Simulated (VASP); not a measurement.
An input for Ansatz (written as the equivalent of a VASP run, and not itself run):

Ansatz 0.2 input:
```yaml
crystal:
  lattice:
    - [2.6717115, 0.0000000, 0.0000000]
    - [0.0000000, 2.6717115, 0.0000000]
    - [0.0000000, 0.0000000, 2.6717115]
  atoms:
    - { symbol: Ge, position: [0.0000000, 0.0000000, 0.0000000] }
kpoints:
  mp_grid: { grid: [12, 12, 12] }
hamiltonian:
  xc: r2scan
  pseudopotentials: { kind: paw }
scf:
  occupations: { method: methfessel_paxton, width: 0.1 }
  max_iter: 100
relax:
  max_steps: 60
  f_tol: 0.01
  cell: {}
output: { forces: true, stress: true, eigenvalues: true }
```

Question: Write the VASP files for the same calculation (r2SCAN).

Answer: One answer among several that fit: 
File KPOINTS:
```
Automatic mesh
0
Gamma
12 12 12
0 0 0
```

### INCAR
```
SYSTEM = Ge
PREC = Accurate
ENCUT = 400
EDIFF = 1E-6
NELM = 100
ALGO = Normal
LREAL = .FALSE.
LASPH = .TRUE.
ISMEAR = 1
SIGMA = 0.1
METAGGA = R2SCAN
LMIXTAU = .TRUE.
LMAXMIX = 4
LWAVE = .FALSE.
LCHARG = .FALSE.
IBRION = 2
ISIF = 3
NSW = 60
EDIFFG = -0.01
```

### POSCAR
```
Ge
1
    2.6717115320    -0.0000000000    -0.0000000000
    0.0000000000     2.6717115320     0.0000000000
    0.0000000000     0.0000000000     2.6717115320
Ge
1
Direct
  0.0000000000   0.0000000000   0.0000000000
```

POTCAR, in this order: Ge_d (PBE.64 set). Program: vasp_std.

What does not carry over: each code has its own PAW files, so the cut-off isn't converted (ENCUT is set for VASP's; basis.ecutwfc is left out, and Ansatz then takes the one that its files recommend); Ansatz stops its SCF on the density residual and VASP on the energy change (EDIFF).

The structure was generated: Ge was put into the simple-cubic type (Pm-3m), which need not be its known phase. It was relaxed first, which changed the volume by -13 %. The start is the result of an earlier pass.
